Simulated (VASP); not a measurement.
Data:

```xyz
5
Lattice="4.1208 0.0000 0.0000 0.0000 4.1208 0.0000 0.0000 0.0000 4.1208" Properties=species:S:1:pos:R:3 pbc="T T T"
Ba     0.0000     0.0000     0.0000
Zr     2.0604     2.0604     2.0604
O      2.0604     0.0000     2.0604
O      0.0000     2.0604     2.0604
O      2.0604     2.0604     0.0000
```

Level of theory: LDA (Ceperley-Alder, Perdew-Zunger), VASP's LDA PAW potentials (set 64) (plane waves; VASP). Run with 620 eV cut-off, 6×6×6 Γ-centred mesh, Gaussian smearing of 0.050 eV, potentials Ba_sv Zr_sv O.

Energy and stress use the plane-wave basis of the starting cell.

Task: The ions, cell shape and volume at an external pressure of 10.0 GPa are relaxed. Predict the relaxed structure.

Result: 
```xyz
5
Lattice="4.0878 0.0000 0.0000 0.0000 4.0878 0.0000 0.0000 0.0000 4.0878" Properties=species:S:1:pos:R:3 pbc="T T T"
Ba     0.0000     0.0000     0.0000
Zr     2.0439     2.0439     2.0439
O      2.0439     0.0000     2.0439
O      0.0000     2.0439     2.0439
O      2.0439     2.0439     0.0000
```
Space group Pm-3m (221), at a tolerance of 0.03 Å.

Task: How do energy and volume change from the first to the last step?

Result: The energy (σ→0) changes by +15.4 meV/atom and the volume by -2.4 %, in 3 ionic steps.

```csv
step,E(σ→0) (eV),max force (eV/Å),pressure (GPa),volume (Å³)
1,-45.7181,0.000,4.95,69.98
2,-45.3955,0.000,19.51,65.61
3,-45.6411,0.000,9.93,68.31
```

The compound is BaZrO3 in the cubic perovskite structure. This run relaxes it under an external pressure of 10 GPa. Symmetry was kept, so distortions that lower it aren't found.
